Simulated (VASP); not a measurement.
A convergence study with VASP on Yb (space group Fm-3m): a few settings are varied, all else stays as given below, so the limit is that of these other settings.

```
CELL_PARAMETERS angstrom
      0.00000     2.75370     2.75370
      2.75370     0.00000     2.75370
      2.75370     2.75370     0.00000
ATOMIC_POSITIONS crystal
  Yb 0.00000 0.00000 0.00000
```

These are PBE GGA, VASP's PBE PAW potentials (set 64) (plane waves; VASP) values and carry that method's errors. The last row used: 300 eV cut-off, 22×22×22 Γ-centred mesh shifted by (0.5, 0.5, 0.5), Fermi-Dirac smearing of 0.10 eV, potentials Yb_2.

The 4f electrons are frozen in the core of the lanthanide potential, so 4f levels, which can set the real gap, and their magnetism are missing.

```
setting        E (eV/atom)  pressure (GPa)  irreducible k-points
-------------  -----------  --------------  --------------------
2×2×2 mesh         -1.5109            0.33                     2
3×3×3 mesh         -1.3905           -0.23                     6
4×4×4 mesh         -1.4613           -0.61                    10
5×5×5 mesh         -1.4616           -0.56                    19
6×6×6 mesh         -1.4619           -0.53                    28
7×7×7 mesh         -1.4629           -0.53                    44
8×8×8 mesh         -1.4627           -0.52                    60
9×9×9 mesh         -1.4627           -0.52                    85
10×10×10 mesh      -1.4627           -0.52                   110
11×11×11 mesh      -1.4627           -0.52                   146
12×12×12 mesh      -1.4626           -0.52                   182
13×13×13 mesh      -1.4626           -0.52                   231
15×15×15 mesh      -1.4626           -0.52                   344
16×16×16 mesh      -1.4626           -0.52                   408
18×18×18 mesh      -1.4626           -0.52                   570
20×20×20 mesh      -1.4626           -0.52                   770
22×22×22 mesh      -1.4626           -0.52                  1012
```

Left out are rungs that failed or repeat a setting and relaxations that didn't move; long series are thinned to 24 rows.

The structure is a typed Yb crystal (space group no. 225). The cell was not relaxed at this level.
